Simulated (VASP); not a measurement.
All values below come from PBE GGA with D3 dispersion (zero damping), VASP's PBE PAW potentials (set 64) (plane waves; VASP).

VASP ran on this input.

### KPOINTS
```
K-points
0
gamma
  10 10 10
0 0 0
```

### INCAR
```
SYSTEM = BAs
PREC = Accurate
ENCUT = 520
EDIFF = 1E-7
NELM = 100
ALGO = Normal
LREAL = .FALSE.
LASPH = .TRUE.
ISMEAR = 0
SIGMA = 0.05
GGA = PE
IVDW = 11
LMAXMIX = 4
LWAVE = .FALSE.
LCHARG = .FALSE.
ISIF = 2
```

**POSCAR**
```
BAs
1.0
  0.0000000000   2.4417327117   2.4417327117
  2.4417327117   0.0000000000   2.4417327117
  2.4417327117   2.4417327117   0.0000000000
B As
1 1
Cart
  0.0000000000   0.0000000000   0.0000000000
  1.2208663558   1.2208663558   1.2208663558
```

POTCAR, in this order: B As (PBE.64 set). Program: vasp_std.

The run wrote:

**OSZICAR**
```
       N       E                     dE             d eps       ncg     rms          rms(c)
DAV:   1     0.112534812885E+02    0.11253E+02   -0.38293E+03   752   0.871E+02
DAV:   2    -0.116086187603E+02   -0.22862E+02   -0.22238E+02  1144   0.103E+02
DAV:   3    -0.119132059885E+02   -0.30459E+00   -0.30459E+00   872   0.159E+01
DAV:   4    -0.119136673897E+02   -0.46140E-03   -0.46140E-03  1120   0.707E-01
DAV:   5    -0.119136675101E+02   -0.12044E-06   -0.12044E-06   840   0.916E-03    0.449E+00
DAV:   6    -0.114445821834E+02    0.46909E+00   -0.16078E+00   792   0.633E+00    0.223E+00
DAV:   7    -0.114001816417E+02    0.44401E-01   -0.15653E-01  1072   0.244E+00    0.909E-01
DAV:   8    -0.113942431535E+02    0.59385E-02   -0.20422E-02   808   0.993E-01    0.104E-01
DAV:   9    -0.113945470394E+02   -0.30389E-03   -0.63442E-04   952   0.194E-01    0.576E-02
DAV:  10    -0.113947366196E+02   -0.18958E-03   -0.30346E-04   848   0.127E-01    0.154E-02
DAV:  11    -0.113947428039E+02   -0.61843E-05   -0.13023E-05  1176   0.274E-02    0.118E-02
DAV:  12    -0.113947426347E+02    0.16928E-06   -0.25903E-06   768   0.113E-02    0.197E-03
DAV:  13    -0.113947426516E+02   -0.16914E-07   -0.74950E-08   704   0.225E-03
   1 F= -.11751442E+02 E0= -.11751442E+02  d E =-.772091E-12
```

**OUTCAR**
```
------------------------ aborting loop because EDIFF is reached ----------------------------------------
 Edisp (eV)   -0.35670
  FORCE on cell =-STRESS in cart. coord.  units (eV):
  Direction    XX          YY          ZZ          XY          YZ          ZX
  --------------------------------------------------------------------------------------
  Total      -1.25625    -1.25625    -1.25625    -0.00000     0.00000     0.00000
  in kB     -69.12940   -69.12940   -69.12940    -0.00000     0.00000     0.00000
  external pressure =      -69.13 kB  Pullay stress =        0.00 kB
  volume of cell :       29.12
      direct lattice vectors                 reciprocal lattice vectors
     0.000000000  2.441732712  2.441732712    -0.204772618  0.204772618  0.204772618
     2.441732712  0.000000000  2.441732712     0.204772618 -0.204772618  0.204772618
     2.441732712  2.441732712  0.000000000     0.204772618  0.204772618 -0.204772618
  FREE ENERGIE OF THE ION-ELECTRON SYSTEM (eV)
  ---------------------------------------------------
  free  energy   TOTEN  =       -11.7514423040 eV

  energy  without entropy=      -11.7514423040  energy(sigma->0) =      -11.75144230
```
(Selected blocks of OUTCAR.)

The compound is BAs in the zinc blende structure. This cell is one point of a volume scan, at 1.06 of the reference volume.
